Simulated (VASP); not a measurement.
Consider the following.

```
CuZn
1.0
    2.89279     0.00000     0.00000
    0.00000     2.89279     0.00000
    0.00000     0.00000     2.89279
Zn Cu
1 1
Direct
  0.50000   0.50000   0.50000
  0.00000   0.00000   0.00000
```

All values below come from revTPSS meta-GGA, VASP's PBE PAW potentials (set 64) (plane waves; VASP). Settings: 520 eV cut-off, 14×14×14 Γ-centred mesh, tetrahedra with Blöchl corrections, potentials Zn Cu.

Task: Give the energies of bands 6 to 14 at the high-symmetry points, in eV from the Fermi level.

Result: 
```tsv
band	Γ	X	M	R
6	-7.44	-6.44	-4.87	-4.55
7	-3.77	-5.32	-3.55	-4.55
8	-3.77	-3.92	-3.00	-4.55
9	-2.84	-3.44	-3.00	-2.58
10	-2.84	-3.44	-2.60	-2.58
11	-2.84	-2.92	-2.08	4.33
12	6.45	-2.06	-2.08	4.42
13	6.45	12.21	2.01	4.42
14	6.45	12.21	2.32	4.42
```

It has no gap at this level: it comes out as a metal or semimetal.

The compound is CuZn in the CsCl type structure. It was relaxed first, which changed the volume by -6 %. The electron count is odd and the run is not spin-polarised, which forces a metal.
